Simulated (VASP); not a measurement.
W:

```xyz
1
Lattice="-1.5823 1.5823 1.5823 1.5823 -1.5823 1.5823 1.5823 1.5823 -1.5823" Properties=species:S:1:pos:R:3 pbc="T T T"
W     0.0000    0.0000    0.0000
```

```yaml
Program: VASP 6.6.1
Task: relaxation of cell and atoms
Functional: PBE
Potentials_or_basis: VASP PAW PBE potentials, release 64 (W_sv)
Cutoff: 520 eV
k_mesh: 12 × 12 × 12
Occupations: gaussian, width 0.1 eV
Spin: no spin polarisation
```

At the start: pressure 6.5 GPa; volume 15.85 Å³/atom.

Problem. How do energy, volume and symmetry change on relaxing?

Solution. Over 4 steps the energy falls by 6.5 meV/atom and the volume is 16.18 Å³/atom (+2.1 %); space group Im-3m (No. 229, to 0.05 Å).

The path:
| step | energy change (eV) | largest force (eV/Å) | pressure (GPa) | volume (Å³) |
| --- | --- | --- | --- | --- |
| 1 | 0.0000 | 0.0000 | 6.46 | 15.85 |
| 2 | 0.0664 | 0.0000 | -18.57 | 17.36 |
| 3 | -0.0065 | 0.0000 | -0.17 | 16.19 |
| 4 | -0.0065 | 0.0000 | -0.01 | 16.18 |

Final structure:
```xyz
1
Lattice="-1.5932 1.5932 1.5932 1.5932 -1.5932 1.5932 1.5932 1.5932 -1.5932" Properties=species:S:1:pos:R:3 pbc="T T T"
W     0.0000    0.0000    0.0000
```
